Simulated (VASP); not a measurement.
Calculation: r2SCAN meta-GGA, VASP's PBE PAW potentials (set 64) (plane waves; VASP).

The input files of a VASP run:

### INCAR
```
SYSTEM = MgI2
PREC = Accurate; ENCUT = 520; LREAL = .FALSE.
LASPH = .TRUE.
EDIFF = 1E-6; NELM = 100; ALGO = Normal
LMAXMIX = 4; LMIXTAU = .TRUE.
ISMEAR = 0; SIGMA = 0.05
METAGGA = R2SCAN
IBRION = 2; NSW = 60; ISIF = 3
EDIFFG = -0.02
LWAVE = .FALSE.; LCHARG = .FALSE.
```

POSCAR:
```
MgI2
1
    2.0648266229    -3.5763842003     0.0000000000
    2.0648266229     3.5763842003     0.0000000000
   -0.0000000000    -0.0000000000     6.8937153892
Mg I
1 2
Direct
  1.0000000000   1.0000000000   0.0000000000
  0.3333330000   0.6666670000   0.2417661996
  0.6666670000   0.3333330000   0.7582338004
```

### KPOINTS
```
Automatic mesh
0
Gamma
6 6 3
0 0 0
```

POTCAR, in this order: Mg I (PBE.64 set). Program: vasp_std.

Output

### OSZICAR
```
...
DAV:  25    -0.569198017411E+02    0.19523E-05   -0.12865E-07   216   0.418E-03    0.186E-03
DAV:  26    -0.569198028186E+02   -0.10775E-05   -0.19284E-08   216   0.148E-03    0.133E-03
DAV:  27    -0.569198027711E+02    0.47526E-07   -0.78198E-09   216   0.122E-03
   1 F= -.56919803E+02 E0= -.56919803E+02  d E =-.569198E+02
       N       E                     dE             d eps       ncg     rms          rms(c)
DAV:   1    -0.569686109386E+02   -0.48808E-01   -0.89196E-01   460   0.501E+00    0.121E+00
DAV:   2    -0.569376797899E+02    0.30931E-01   -0.56397E-02   420   0.155E+00    0.517E-01
DAV:   3    -0.569283566032E+02    0.93232E-02   -0.26907E-02   420   0.906E-01    0.301E-01
DAV:   4    -0.569288241053E+02   -0.46750E-03   -0.72020E-04   576   0.272E-01    0.285E-01
DAV:   5    -0.569254916047E+02    0.33325E-02   -0.19356E-03   408   0.546E-01    0.133E-01
DAV:   6    -0.569286119857E+02   -0.31204E-02   -0.14270E-03   408   0.589E-01    0.262E-02
DAV:   7    -0.569287012272E+02   -0.89241E-04   -0.17093E-04   424   0.164E-01    0.177E-02
DAV:   8    -0.569286863385E+02    0.14889E-04   -0.37029E-05   424   0.792E-02    0.208E-02
DAV:   9    -0.569287000164E+02   -0.13678E-04   -0.11101E-05   420   0.462E-02    0.597E-03
DAV:  10    -0.569287060530E+02   -0.60366E-05   -0.60135E-06   448   0.334E-02    0.286E-03
DAV:  11    -0.569287064601E+02   -0.40715E-06   -0.65012E-07   300   0.109E-02
   2 F= -.56928706E+02 E0= -.56928706E+02  d E =-.890369E-02
       N       E                     dE             d eps       ncg     rms          rms(c)
DAV:   1    -0.569287528758E+02   -0.46823E-04   -0.85756E-04   456   0.156E-01    0.390E-02
DAV:   2    -0.569287210765E+02    0.31799E-04   -0.50846E-05   420   0.466E-02    0.164E-02
DAV:   3    -0.569287130711E+02    0.80054E-05   -0.27481E-05   420   0.281E-02    0.100E-02
DAV:   4    -0.569287138126E+02   -0.74145E-06   -0.55494E-07   252   0.788E-03
   3 F= -.56928714E+02 E0= -.56928714E+02  d E =-.891104E-02
       N       E                     dE             d eps       ncg     rms          rms(c)
DAV:   1    -0.569299759121E+02   -0.12628E-02   -0.60099E-02   436   0.149E+00    0.102E-01
DAV:   2    -0.569299687482E+02    0.71640E-05   -0.20801E-03   484   0.334E-01    0.637E-02
DAV:   3    -0.569300791034E+02   -0.11036E-03   -0.17285E-04   432   0.134E-01    0.360E-02
DAV:   4    -0.569300530225E+02    0.26081E-04   -0.63309E-05   496   0.524E-02    0.187E-02
DAV:   5    -0.569300580011E+02   -0.49785E-05   -0.11310E-05   420   0.406E-02    0.147E-02
DAV:   6    -0.569300517389E+02    0.62622E-05   -0.78903E-06   412   0.321E-02    0.286E-03
DAV:   7    -0.569300582920E+02   -0.65531E-05   -0.23147E-06   360   0.197E-02    0.118E-03
DAV:   8    -0.569300571417E+02    0.11503E-05   -0.48388E-07   272   0.823E-03    0.708E-04
DAV:   9    -0.569300576867E+02   -0.54498E-06   -0.43870E-08   204   0.214E-03
   4 F= -.56930058E+02 E0= -.56930058E+02  d E =-.134387E-02
       N       E                     dE             d eps       ncg     rms          rms(c)
DAV:   1    -0.569314232202E+02   -0.13661E-02   -0.30702E-01   436   0.337E+00    0.231E-01
DAV:   2    -0.569314292082E+02   -0.59880E-05   -0.10512E-02   480   0.747E-01    0.150E-01
DAV:   3    -0.569319945729E+02   -0.56536E-03   -0.90812E-04   440   0.297E-01    0.834E-02
DAV:   4    -0.569318715558E+02    0.12302E-03   -0.27920E-04   488   0.105E-01    0.396E-02
DAV:   5    -0.569318826700E+02   -0.11114E-04   -0.74049E-05   428   0.950E-02    0.333E-02
DAV:   6    -0.569318766785E+02    0.59915E-05   -0.31212E-05   420   0.638E-02    0.689E-03
DAV:   7    -0.569318950645E+02   -0.18386E-04   -0.58708E-06   456   0.267E-02    0.409E-03
DAV:   8    -0.569318926656E+02    0.23989E-05   -0.10327E-06   276   0.132E-02    0.210E-03
DAV:   9    -0.569318925195E+02    0.14605E-06   -0.24097E-07   216   0.526E-03
   5 F= -.56931893E+02 E0= -.56931893E+02  d E =-.317871E-02
       N       E                     dE             d eps       ncg     rms          rms(c)
DAV:   1    -0.569278464276E+02    0.40462E-02   -0.12241E+00   436   0.670E+00    0.468E-01
DAV:   2    -0.569289631655E+02   -0.11167E-02   -0.42533E-02   472   0.150E+00    0.309E-01
DAV:   3    -0.569309463930E+02   -0.19832E-02   -0.33020E-03   444   0.546E-01    0.174E-01
DAV:   4    -0.569304967372E+02    0.44966E-03   -0.11840E-03   480   0.213E-01    0.750E-02
DAV:   5    -0.569305039143E+02   -0.71772E-05   -0.33919E-04   416   0.199E-01    0.657E-02
DAV:   6    -0.569305333334E+02   -0.29419E-04   -0.13190E-04   416   0.133E-01    0.149E-02
DAV:   7    -0.569305779409E+02   -0.44607E-04   -0.21362E-05   464   0.506E-02    0.751E-03
DAV:   8    -0.569305749292E+02    0.30118E-05   -0.49934E-06   416   0.280E-02    0.289E-03
DAV:   9    -0.569305757129E+02   -0.78375E-06   -0.70855E-07   284   0.989E-03
   6 F= -.56930576E+02 E0= -.56930576E+02  d E =-.186190E-02
       N       E                     dE             d eps       ncg     rms          rms(c)
DAV:   1    -0.569323868130E+02   -0.18119E-02   -0.60793E-01   436   0.476E+00    0.324E-01
DAV:   2    -0.569305296805E+02    0.18571E-02   -0.20663E-02   484   0.105E+00    0.194E-01
DAV:   3    -0.569323077478E+02   -0.17781E-02   -0.23925E-03   420   0.531E-01    0.106E-01
DAV:   4    -0.569321525344E+02    0.15521E-03   -0.49805E-04   504   0.148E-01    0.634E-02
DAV:   5    -0.569321178881E+02    0.34646E-04   -0.11581E-04   420   0.124E-01    0.483E-02
DAV:   6    -0.569321753106E+02   -0.57422E-04   -0.61133E-05   416   0.846E-02    0.933E-03
DAV:   7    -0.569321642077E+02    0.11103E-04   -0.13059E-05   460   0.408E-02    0.583E-03
DAV:   8    -0.569321719029E+02   -0.76952E-05   -0.26846E-06   416   0.213E-02    0.249E-03
DAV:   9    -0.569321718498E+02    0.53031E-07   -0.33089E-07   228   0.705E-03
   7 F= -.56932172E+02 E0= -.56932172E+02  d E =-.345804E-02
       N       E                     dE             d eps       ncg     rms          rms(c)
DAV:   1    -0.569345071753E+02   -0.23353E-02   -0.21124E-01   408   0.264E+00    0.274E-01
DAV:   2    -0.569341337636E+02    0.37341E-03   -0.64032E-03   456   0.587E-01    0.145E-01
DAV:   3    -0.569337625804E+02    0.37118E-03   -0.68571E-04   468   0.211E-01    0.809E-02
DAV:   4    -0.569336266376E+02    0.13594E-03   -0.43963E-04   456   0.155E-01    0.387E-02
DAV:   5    -0.569335126374E+02    0.11400E-03   -0.22140E-04   412   0.173E-01    0.248E-02
DAV:   6    -0.569335982187E+02   -0.85581E-04   -0.18009E-04   408   0.162E-01    0.109E-02
DAV:   7    -0.569336077925E+02   -0.95738E-05   -0.45529E-06   472   0.222E-02    0.503E-03
DAV:   8    -0.569336109568E+02   -0.31643E-05   -0.33637E-06   408   0.231E-02    0.210E-03
DAV:   9    -0.569336109942E+02   -0.37349E-07   -0.48818E-07   288   0.911E-03
   8 F= -.56933611E+02 E0= -.56933611E+02  d E =-.143914E-02
       N       E                     dE             d eps       ncg     rms          rms(c)
DAV:   1    -0.569401085600E+02   -0.64976E-02   -0.11652E+00   408   0.619E+00    0.648E-01
DAV:   2    -0.569385516685E+02    0.15569E-02   -0.35636E-02   448   0.138E+00    0.345E-01
DAV:   3    -0.569365035000E+02    0.20482E-02   -0.35917E-03   480   0.476E-01    0.193E-01
DAV:   4    -0.569356855177E+02    0.81798E-03   -0.25085E-03   448   0.359E-01    0.874E-02
DAV:   5    -0.569349361938E+02    0.74932E-03   -0.12968E-03   408   0.415E-01    0.588E-02
DAV:   6    -0.569355352585E+02   -0.59906E-03   -0.10872E-03   416   0.398E-01    0.259E-02
DAV:   7    -0.569355910202E+02   -0.55762E-04   -0.26757E-05   476   0.528E-02    0.118E-02
DAV:   8    -0.569356090833E+02   -0.18063E-04   -0.22640E-05   408   0.586E-02    0.402E-03
DAV:   9    -0.569356110978E+02   -0.20144E-05   -0.29583E-06   444   0.219E-02    0.200E-03
DAV:  10    -0.569356117158E+02   -0.61805E-06   -0.28645E-07   260   0.706E-03
   9 F= -.56935612E+02 E0= -.56935612E+02  d E =-.343987E-02
```

**OUTCAR**
```
------------------------ aborting loop because EDIFF is reached ----------------------------------------
  FORCE on cell =-STRESS in cart. coord.  units (eV):
  Direction    XX          YY          ZZ          XY          YZ          ZX
  --------------------------------------------------------------------------------------
  Total       -0.0420342     -0.0420342      0.0413208      0.0000000     -0.0000000      0.0000000
  in kB       -0.6252931     -0.6252929      0.6146806      0.0000000     -0.0000000      0.0000000
  external PRESSURE =      -0.2119685 kB  Pullay stress =       0.0000000 kB
  volume of cell :      107.70
      direct lattice vectors                 reciprocal lattice vectors
     2.093565935 -3.626162132  0.000000000     0.238826966 -0.137886830  0.000000000
     2.093565935  3.626162132 -0.000000000     0.238826966  0.137886830  0.000000000
    -0.000000000 -0.000000000  7.093582615     0.000000000  0.000000000  0.140972489
 POSITION                                       TOTAL-FORCE (eV/Angst)
 -----------------------------------------------------------------------------------
      0.00000      0.00000     -0.00000         0.000000     -0.000000      0.000000
      2.09357      1.20872      1.66227         0.000000      0.000000     -0.011270
      2.09357     -1.20872      5.43131        -0.000000      0.000000      0.011270
 -----------------------------------------------------------------------------------
    total drift:                                0.000000     -0.000000      0.000000
  FREE ENERGIE OF THE ION-ELECTRON SYSTEM (eV)
  ---------------------------------------------------
  free  energy   TOTEN  =       -56.9356117158 eV

  energy  without entropy=      -56.9356117158  energy(sigma->0) =      -56.93561172

 reached required accuracy - stopping structural energy minimisation
```
(Selected blocks of OUTCAR.)

CONTCAR:
```
MgI2
   1.00000000000000
     2.0935659350758082   -3.6261621317687576    0.0000000000000000
     2.0935659350758082    3.6261621317687576   -0.0000000000000000
    -0.0000000000000000   -0.0000000000000000    7.0935826154153805
  Mg              I
     1     2
Direct
     0.0000000000000000    0.0000000000000000    0.0000000000000000
     0.3333330000000032    0.6666669999999968    0.2343340255410035
     0.6666669999999968    0.3333330000000032    0.7656659744589962
```

Energy and stress use the plane-wave basis of the starting cell.

The compound is MgI2 in the 1T layered structure. This run relaxes it. Symmetry was kept, so distortions that lower it aren't found. The start is the result of an earlier pass.
